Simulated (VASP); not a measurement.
OSZICAR of a VASP run on BP (zinc blende):

File OSZICAR:
```
       N       E                     dE             d eps       ncg     rms          rms(c)
DAV:   1     0.414341418198E+01    0.41434E+01   -0.41229E+03   560   0.917E+02
DAV:   2    -0.189025867230E+02   -0.23046E+02   -0.21647E+02   816   0.112E+02
DAV:   3    -0.191721004803E+02   -0.26951E+00   -0.26951E+00   728   0.158E+01
DAV:   4    -0.191726190439E+02   -0.51856E-03   -0.51856E-03   840   0.696E-01
DAV:   5    -0.191726192593E+02   -0.21545E-06   -0.21545E-06   736   0.123E-02    0.791E+00
DAV:   6    -0.172807114260E+02    0.18919E+01   -0.12824E+00   824   0.809E+00    0.486E+00
DAV:   7    -0.171654394833E+02    0.11527E+00   -0.46441E-01   568   0.477E+00    0.122E+00
DAV:   8    -0.171763229892E+02   -0.10884E-01   -0.21915E-01   632   0.461E+00    0.540E-01
DAV:   9    -0.172762439480E+02   -0.99921E-01   -0.15581E-02   632   0.121E+00    0.323E-01
DAV:  10    -0.172814412333E+02   -0.51973E-02   -0.67586E-04   824   0.266E-01    0.294E-01
DAV:  11    -0.173093879603E+02   -0.27947E-01   -0.71741E-03   560   0.102E+00    0.629E-02
DAV:  12    -0.173103990642E+02   -0.10111E-02   -0.29151E-03   784   0.575E-01    0.530E-02
DAV:  13    -0.173105193628E+02   -0.12030E-03   -0.89596E-05   560   0.109E-01    0.243E-02
DAV:  14    -0.173105839498E+02   -0.64587E-04   -0.21539E-05   680   0.606E-02    0.253E-02
DAV:  15    -0.173106520182E+02   -0.68068E-04   -0.10097E-04   576   0.893E-02    0.432E-03
DAV:  16    -0.173106636486E+02   -0.11630E-04   -0.44069E-06   616   0.252E-02    0.359E-03
DAV:  17    -0.173106627089E+02    0.93972E-06   -0.20545E-07   288   0.548E-03
   1 F= -.17310663E+02 E0= -.17310663E+02  d E =-.173107E+02
       N       E                     dE             d eps       ncg     rms          rms(c)
DAV:   1    -0.173111101491E+02   -0.44650E-03   -0.23322E-02   648   0.123E+00    0.218E-01
DAV:   2    -0.173108335171E+02    0.27663E-03   -0.11624E-03   800   0.272E-01    0.118E-01
DAV:   3    -0.173107263943E+02    0.10712E-03   -0.28113E-04   584   0.159E-01    0.386E-02
DAV:   4    -0.173107991072E+02   -0.72713E-04   -0.60115E-05   592   0.778E-02    0.351E-02
DAV:   5    -0.173107473026E+02    0.51805E-04   -0.37620E-05   568   0.633E-02    0.121E-02
DAV:   6    -0.173107997826E+02   -0.52480E-04   -0.27458E-05   560   0.534E-02    0.835E-03
DAV:   7    -0.173108029782E+02   -0.31955E-05   -0.23010E-06   632   0.170E-02    0.597E-03
DAV:   8    -0.173108032767E+02   -0.29854E-06   -0.17627E-07   280   0.472E-03
   2 F= -.17310803E+02 E0= -.17310803E+02  d E =-.140568E-03
       N       E                     dE             d eps       ncg     rms          rms(c)
DAV:   1    -0.173110681584E+02   -0.26518E-03   -0.43352E-03   632   0.529E-01    0.925E-02
DAV:   2    -0.173110176032E+02    0.50555E-04   -0.21652E-04   808   0.117E-01    0.509E-02
DAV:   3    -0.173109965555E+02    0.21048E-04   -0.52279E-05   584   0.686E-02    0.160E-02
DAV:   4    -0.173110086700E+02   -0.12114E-04   -0.11738E-05   576   0.342E-02    0.147E-02
DAV:   5    -0.173109985095E+02    0.10161E-04   -0.68038E-06   568   0.272E-02    0.546E-03
DAV:   6    -0.173110069638E+02   -0.84543E-05   -0.50859E-06   560   0.232E-02    0.352E-03
DAV:   7    -0.173110076586E+02   -0.69482E-06   -0.42912E-07   280   0.761E-03
   3 F= -.17311008E+02 E0= -.17311008E+02  d E =-.344950E-03
```

Q: Which electronic solver shows in the log?

A: It is blocked Davidson (ALGO = Normal, or the opening steps of other solvers). The INCAR had ALGO = Normal.

Q: Can the final energy be trusted as converged?

A: Self-consistency was reached. It stopped with EDIFF = 1E-6, NELM = 100, NSW = 60 and EDIFFG = -0.01 after 3 ionic steps (r2SCAN meta-GGA, plane waves, VASP's PBE PAW potentials (set 64)).

The compound is BP in the zinc blende structure. This run relaxes it. Symmetry was kept, so distortions that lower it aren't found.
